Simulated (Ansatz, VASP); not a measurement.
**One calculation of ScF3, two programs**

```xyz
4
Lattice="4.0125 -0.0201 -0.0201 -0.0201 4.0125 -0.0201 -0.0201 -0.0201 4.0125" Properties=species:S:1:pos:R:3 pbc="T T T"
Sc    0.0000    0.0000    0.0000
F     2.0062   -0.0100   -0.0100
F    -0.0100    2.0062   -0.0100
F    -0.0100   -0.0100    2.0062
```

Change from the starting cell: equal xy, yz and zx shear strains of -1 %, PAW files.

Alike in both runs: task electric field gradients; functional LDA; k mesh 6 × 6 × 6; occupations fermi-dirac, width 0.02 eV; no spin polarisation.

|  | VASP | Ansatz |
| --- | --- | --- |
| version | VASP 6.6.1 | Ansatz 0.2.0 |
| potentials or method | VASP PAW LDA potentials, release 64 (Sc_sv, F) | PAW with Ansatz's default frozen-core files, scalar-relativistic |
| plane-wave cutoff (eV) | 520 | 420 |
| valence electrons in the cell | 32 | 32 |

```csv
,VASP,Ansatz,Ansatz less VASP
gap on the k mesh at the Fermi level (eV),6.18,6.21,+0.029
pressure (GPa),-2.3,-3.0,-0.66
largest component of the traceless stress (GPa),0.18,0.19,+0.009
Vzz of the field gradient on the site that differs most (V/Å²),55.8,57.5,+1.79
```

A k mesh can miss the band edges.
